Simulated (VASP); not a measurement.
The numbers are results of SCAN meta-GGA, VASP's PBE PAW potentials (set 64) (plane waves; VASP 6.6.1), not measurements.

A VASP calculation is set up with these files.

### INCAR
```
! general
SYSTEM   =  HfO2
PREC     =  Accurate
ENCUT    =  520
LREAL    =  F
LASPH    =  T

! electronic loop
EDIFF    =  1E-7
NELM     =  100
ALGO     =  Normal
LMAXMIX  =  6
LMIXTAU  =  T

! smearing
ISMEAR   =  0
SIGMA    =  0.05

! functional
METAGGA  =  SCAN

! ions
ISIF     =  2

! output
LWAVE    =  F
LCHARG   =  F
```

File KPOINTS:
```
Automatic mesh
0
gamma
 9 9 9
0 0 0
```

POSCAR:
```
HfO2
1
    0.0000000000     2.4837745144     2.4837745144
    2.4837745144     0.0000000000     2.4837745144
    2.4837745144     2.4837745144     0.0000000000
Hf O
1 2
Direct
  0.0000000000   0.0000000000   0.0000000000
  0.2500000000   0.2500000000   0.2500000000
  0.7500000000   0.7500000000   0.7500000000
```

POTCAR, in this order: Hf_pv O (PBE.64 set). Program: vasp_std.

The resulting files:

### OSZICAR
```
       N       E                     dE             d eps       ncg     rms          rms(c)
DAV:   1     0.457856767932E+02    0.45786E+02   -0.13498E+04  1050   0.151E+03
DAV:   2    -0.951950986513E+02   -0.14098E+03   -0.13727E+03  1344   0.333E+02
DAV:   3    -0.988224226905E+02   -0.36273E+01   -0.36242E+01  1358   0.541E+01
DAV:   4    -0.988402997993E+02   -0.17877E-01   -0.17876E-01  1323   0.406E+00
DAV:   5    -0.988404574785E+02   -0.15768E-03   -0.15768E-03  1309   0.335E-01    0.587E+01
DAV:   6    -0.865500535612E+02    0.12290E+02   -0.15640E+01  1225   0.341E+01    0.447E+01
DAV:   7    -0.882612223567E+02   -0.17112E+01   -0.37249E+00  1218   0.187E+01    0.244E+01
DAV:   8    -0.878551778884E+02    0.40604E+00   -0.48099E+00  1099   0.203E+01    0.486E+00
DAV:   9    -0.867736667473E+02    0.10815E+01   -0.21701E+00  1050   0.151E+01    0.549E+00
DAV:  10    -0.865084146145E+02    0.26525E+00   -0.37813E-01  1267   0.657E+00    0.306E+00
DAV:  11    -0.864942951817E+02    0.14119E-01   -0.23836E-02  1218   0.148E+00    0.153E+00
DAV:  12    -0.865147820153E+02   -0.20487E-01   -0.94012E-03  1274   0.106E+00    0.589E-01
DAV:  13    -0.865141659027E+02    0.61611E-03   -0.11951E-03  1134   0.446E-01    0.305E-01
DAV:  14    -0.865146441889E+02   -0.47829E-03   -0.37756E-04  1106   0.269E-01    0.159E-01
DAV:  15    -0.865147357592E+02   -0.91570E-04   -0.13146E-04  1400   0.133E-01    0.331E-02
DAV:  16    -0.865147335987E+02    0.21605E-05   -0.79262E-06  1218   0.401E-02    0.158E-02
DAV:  17    -0.865147329040E+02    0.69470E-06   -0.16993E-06  1190   0.200E-02    0.919E-03
DAV:  18    -0.865147341295E+02   -0.12255E-05   -0.69021E-07  1274   0.111E-02    0.825E-04
DAV:  19    -0.865147336227E+02    0.50676E-06   -0.11263E-07   854   0.532E-03    0.304E-04
DAV:  20    -0.865147337003E+02   -0.77573E-07   -0.81851E-09   665   0.115E-03
   1 F= -.86514734E+02 E0= -.86514734E+02  d E =-.184181E-10
```

### OUTCAR
```
------------------------ aborting loop because EDIFF is reached ----------------------------------------
  FORCE on cell =-STRESS in cart. coord.  units (eV):
  Direction    XX          YY          ZZ          XY          YZ          ZX
  --------------------------------------------------------------------------------------
  Total        1.7497778      1.7497778      1.7497778      0.0000000      0.0000000      0.0000000
  in kB       91.4801775     91.4801775     91.4801775      0.0000000      0.0000000      0.0000000
  external PRESSURE =      91.4801775 kB  Pullay stress =       0.0000000 kB
  volume of cell :       30.65
      direct lattice vectors                 reciprocal lattice vectors
     0.000000000  2.483774514  2.483774514    -0.201306518  0.201306518  0.201306518
     2.483774514  0.000000000  2.483774514     0.201306518 -0.201306518  0.201306518
     2.483774514  2.483774514  0.000000000     0.201306518  0.201306518 -0.201306518
 POSITION                                       TOTAL-FORCE (eV/Angst)
 -----------------------------------------------------------------------------------
      0.00000      0.00000      0.00000        -0.000000      0.000000     -0.000000
      1.24189      1.24189      1.24189        -0.000000     -0.000000     -0.000000
      3.72566      3.72566      3.72566         0.000000      0.000000      0.000000
 -----------------------------------------------------------------------------------
    total drift:                                0.000000      0.000000      0.000000
  FREE ENERGIE OF THE ION-ELECTRON SYSTEM (eV)
  ---------------------------------------------------
  free  energy   TOTEN  =       -86.5147337003 eV

  energy  without entropy=      -86.5147337003  energy(sigma->0) =      -86.51473370
```
(Selected blocks of OUTCAR.)

OUTCAR:
```
 val. band max:        4.3281134175   @ k =  -0.4444   0.4444   0.0000

 cond. band min:       8.8115091706   @ k =   0.4444   0.4444   0.0000


 Fermi energy:         4.5345281826

 k-point     1 :       0.0000    0.0000    0.0000
  band No.  band energies     occupation
      1     -25.3418      2.00000
      2     -25.3418      2.00000
      3     -25.3414      2.00000
      4     -15.8241      2.00000
      5     -12.5116      2.00000
      6      -1.4693      2.00000
      7      -1.4693      2.00000
      8      -1.4692      2.00000
      9       3.7293      2.00000
     10       3.7293      2.00000
     11       3.7294      2.00000
     12       8.8593      0.00000
     13       8.8598      0.00000
     14      11.2147      0.00000
     15      16.1456      0.00000

 k-point     2 :       0.1111    0.0000    0.0000
  band No.  band energies     occupation
      1     -25.4248      2.00000
      2     -25.3499      2.00000
      3     -25.3496      2.00000
      4     -15.6202      2.00000
      5     -12.6664      2.00000
      6      -1.3366      2.00000
      7      -1.3365      2.00000
      8      -1.0907      2.00000
      9       3.3509      2.00000
     10       3.4850      2.00000
     11       3.4851      2.00000
     12       9.1186      0.00000
     13       9.1191      0.00000
     14      11.7177      0.00000
     15      15.4593      0.00000

 k-point     3 :       0.2222    0.0000    0.0000
  band No.  band energies     occupation
      1     -25.6244      2.00000
      2     -25.3702      2.00000
      3     -25.3700      2.00000
      4     -15.1272      2.00000
      5     -12.9907      2.00000
      6      -0.9940      2.00000
      7      -0.9940      2.00000
      8      -0.1651      2.00000
      9       2.5316      2.00000
     10       2.9948      2.00000
     11       2.9949      2.00000
     12       9.5704      0.00000
     13       9.5709      0.00000
     14      12.3606      0.00000
     15      14.7273      0.00000
...
```

Unless said otherwise, spin-orbit coupling is left out, though it shifts the bands of the heavy elements here.

The compound is HfO2 in the fluorite structure, the high-temperature cubic form, which is unstable at 0 K; the monoclinic form is the stable one. This cell is one point of a volume scan, at 0.97 of the reference volume.
